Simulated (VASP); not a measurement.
Computed with LDA (Ceperley-Alder, Perdew-Zunger), VASP's LDA PAW potentials (set 64) (plane waves; VASP).

A VASP calculation is set up with these files.

File POSCAR:
```
Tc
1
    1.3529416858    -2.3433641184     0.0000000000
    1.3529416858     2.3433641184     0.0000000000
    0.0000000000     0.0000000000     4.3282456930
Tc
2
Direct
  0.3333330000   0.6666670000   0.2500000000
  0.6666670000   0.3333330000   0.7500000000
```

File KPOINTS:
```
k-points along high-symmetry lines
10
Line-mode
Reciprocal
  0.000000   0.000000   0.000000 ! GAMMA
 -0.000000   0.500000   0.000000 ! M

 -0.000000   0.500000   0.000000 ! M
 -0.333333   0.666667   0.000000 ! K

 -0.333333   0.666667   0.000000 ! K
  0.000000   0.000000   0.000000 ! GAMMA

  0.000000   0.000000   0.000000 ! GAMMA
  0.000000   0.000000   0.500000 ! A

  0.000000   0.000000   0.500000 ! A
 -0.000000   0.500000   0.500000 ! L

 -0.000000   0.500000   0.500000 ! L
 -0.333333   0.666667   0.500000 ! H

 -0.333333   0.666667   0.500000 ! H
  0.000000   0.000000   0.500000 ! A

 -0.000000   0.500000   0.500000 ! L
 -0.000000   0.500000   0.000000 ! M

 -0.333333   0.666667   0.500000 ! H
 -0.333333   0.666667   0.000000 ! K
```

### INCAR
```
SYSTEM = Tc
PREC = Accurate
ENCUT = 400
EDIFF = 1E-7
NELM = 100
ALGO = Normal
LREAL = .FALSE.
LASPH = .TRUE.
ISMEAR = 0
SIGMA = 0.05
LMAXMIX = 4
LWAVE = .FALSE.
LCHARG = .FALSE.
LORBIT = 11
ICHARG = 11
```

POTCAR, in this order: Tc_pv (LDA.64 set). Program: vasp_std. Read from the step before: CHGCAR.

The run wrote:

File OSZICAR:
```
       N       E                     dE             d eps       ncg     rms          rms(c)
DAV:   1     0.270118400429E+03    0.27012E+03   -0.14968E+04  3116   0.133E+03
DAV:   2    -0.166647965380E+02   -0.28678E+03   -0.28330E+03  3397   0.417E+02
DAV:   3    -0.234927392200E+02   -0.68279E+01   -0.66724E+01  3770   0.739E+01
DAV:   4    -0.235469056379E+02   -0.54166E-01   -0.54038E-01  3175   0.657E+00
DAV:   5    -0.235474463238E+02   -0.54069E-03   -0.54066E-03  3610   0.634E-01
DAV:   6    -0.235474555010E+02   -0.91773E-05   -0.91767E-05  3451   0.714E-02
DAV:   7    -0.235474556386E+02   -0.13753E-06   -0.13866E-06  3528   0.823E-03
DAV:   8    -0.235474556433E+02   -0.47571E-08   -0.32953E-08  2128   0.118E-03
   1 F= -.23547456E+02 E0= -.23544765E+02  d E =-.538124E-02
```

File OUTCAR:
```
 val. band max:       13.1318220167   @ k =   0.0000   0.1667   0.0000

 cond. band min:      13.1547889682   @ k =  -0.2963   0.6481   0.5000



 k-point     1 :       0.0000    0.0000    0.0000
  band No.  band energies     occupation
      1     -26.1550      2.00000
      2     -24.8665      2.00000
      3     -24.8665      2.00000
      4     -24.6495      2.00000
      5     -24.6495      2.00000
      6     -24.6001      2.00000
      7       5.7462      2.00000
      8       7.5308      2.00000
      9      11.5660      2.00000
     10      11.5660      2.00000
     11      11.6748      2.00000
     12      12.3437      2.00000
     13      12.3437      2.00000
     14      13.0693      1.97599
     15      13.0693      1.97593
     16      15.1075      0.00000
     17      15.9322      0.00000

 k-point     2 :       0.0000    0.0556    0.0000
  band No.  band energies     occupation
      1     -26.1397      2.00000
      2     -24.9002      2.00000
      3     -24.8775      2.00000
      4     -24.6839      2.00000
      5     -24.6539      2.00000
      6     -24.6058      2.00000
      7       5.8690      2.00000
      8       7.6320      2.00000
      9      11.2629      2.00000
     10      11.6716      2.00000
     11      11.9405      2.00000
     12      12.2761      2.00000
     13      12.4424      2.00000
     14      12.9229      2.00000
     15      12.9826      2.00000
     16      14.2825      0.00000
     17      15.9895      0.00000

 k-point     3 :       0.0000    0.1111    0.0000
  band No.  band energies     occupation
      1     -26.0965      2.00000
      2     -24.9952      2.00000
      3     -24.9080      2.00000
      4     -24.7822      2.00000
      5     -24.6670      2.00000
      6     -24.6242      2.00000
      7       6.2223      2.00000
      8       7.9089      2.00000
      9      10.8666      2.00000
     10      11.9841      2.00000
     11      12.0543      2.00000
     12      12.3201      2.00000
...
```

The density is held fixed in this step, so its total energy and stress have no physical meaning.

The compound is Tc in the hcp structure. It was relaxed first.
